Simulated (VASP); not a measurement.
Output of a VASP run:

### OSZICAR
```
       N       E                     dE             d eps       ncg     rms          rms(c)
DAV:   1     0.294762981795E+02    0.29476E+02   -0.57438E+03  1209   0.971E+02
DAV:   2    -0.102280891209E+02   -0.39704E+02   -0.37316E+02  1246   0.286E+02
DAV:   3    -0.118170555098E+02   -0.15890E+01   -0.15644E+01  1292   0.465E+01
DAV:   4    -0.118403120030E+02   -0.23256E-01   -0.23073E-01  1386   0.368E+00
DAV:   5    -0.118406171728E+02   -0.30517E-03   -0.30065E-03  1283   0.286E-01    0.215E+01
DAV:   6    -0.117145460455E+02    0.12607E+00   -0.31945E-01  1444   0.647E+00    0.134E+01
DAV:   7    -0.117259879984E+02   -0.11442E-01   -0.19143E-01  1428   0.586E+00    0.813E-01
DAV:   8    -0.117180519041E+02    0.79361E-02   -0.45299E-02  1476   0.218E+00    0.101E-01
DAV:   9    -0.117180503813E+02    0.15228E-05   -0.76853E-04  1254   0.247E-01    0.740E-02
DAV:  10    -0.117180535281E+02   -0.31468E-05   -0.72076E-05  1286   0.506E-02    0.615E-02
DAV:  11    -0.117180518888E+02    0.16393E-05   -0.22166E-05  1444   0.464E-02    0.703E-03
DAV:  12    -0.117180516597E+02    0.22915E-06   -0.31388E-07   655   0.902E-03
   1 F= -.11718052E+02 E0= -.11717793E+02  d E =-.117181E+02
```

### OUTCAR
```
------------------------ aborting loop because EDIFF is reached ----------------------------------------
  FORCE on cell =-STRESS in cart. coord.  units (eV):
  Direction    XX          YY          ZZ          XY          YZ          ZX
  --------------------------------------------------------------------------------------
  Total       -0.0010265     -0.0010265     -0.0010265     -0.0000000      0.0000000     -0.0000000
  in kB       -0.0295464     -0.0295464     -0.0295464     -0.0000000      0.0000000     -0.0000000
  external PRESSURE =      -0.0295464 kB  Pullay stress =       0.0000000 kB
  volume of cell :       55.66
      direct lattice vectors                 reciprocal lattice vectors
     0.000000000  3.030478385  3.030478385    -0.164990452  0.164990452  0.164990452
     3.030478385  0.000000000  3.030478385     0.164990452 -0.164990452  0.164990452
     3.030478385  3.030478385  0.000000000     0.164990452  0.164990452 -0.164990452
 POSITION                                       TOTAL-FORCE (eV/Angst)
 -----------------------------------------------------------------------------------
      0.00000      0.00000      0.00000         0.000000     -0.000000     -0.000000
      3.03048      3.03048      3.03048         0.000000      0.000000      0.000000
 -----------------------------------------------------------------------------------
    total drift:                                0.000000      0.000000      0.000000
  FREE ENERGIE OF THE ION-ELECTRON SYSTEM (eV)
  ---------------------------------------------------
  free  energy   TOTEN  =       -11.7180516597 eV

  energy  without entropy=      -11.7172744028  energy(sigma->0) =      -11.71779257

 reached required accuracy - stopping structural energy minimisation
```
(Selected blocks of OUTCAR.)

### POSCAR
```
ErSb
1
   -0.0000000000     3.0304783850     3.0304783850
    3.0304783850    -0.0000000000     3.0304783850
    3.0304783850     3.0304783850    -0.0000000000
Er Sb
1 1
Direct
  0.0000000000   0.0000000000   0.0000000000
  0.5000000000   0.5000000000   0.5000000000
```

Q: Reconstruct the remaining input files.

A: This is not unique; one that fits is the input of the run itself, PBEsol GGA, plane waves, VASP's PBE PAW potentials (set 64).

### KPOINTS
```
kpoints
0
Gamma
 9 9 9
```

INCAR:
```
# general
SYSTEM  = ErSb
PREC    = Accurate
ENCUT   = 400
LREAL   = F
LASPH   = T

# electronic loop
EDIFF   = 1E-6
NELM    = 100
ALGO    = Normal
LMAXMIX = 6

# smearing
ISMEAR  = 1
SIGMA   = 0.1

# functional
GGA     = PS

# ions
IBRION  = 2
NSW     = 60
ISIF    = 3
EDIFFG  = -0.01

# output
LWAVE   = F
LCHARG  = F
```

POTCAR, in this order: Er_3 Sb (PBE.64 set). Program: vasp_std.

The 4f electrons are frozen in the core of the lanthanide potential, so 4f levels, which can set the real gap, and their magnetism are missing.

The structure comes from a measured ErSb entry (Fm-3m) of the Crystallography Open Database, whose conditions weren't checked. It was relaxed first. The start is the result of an earlier pass.
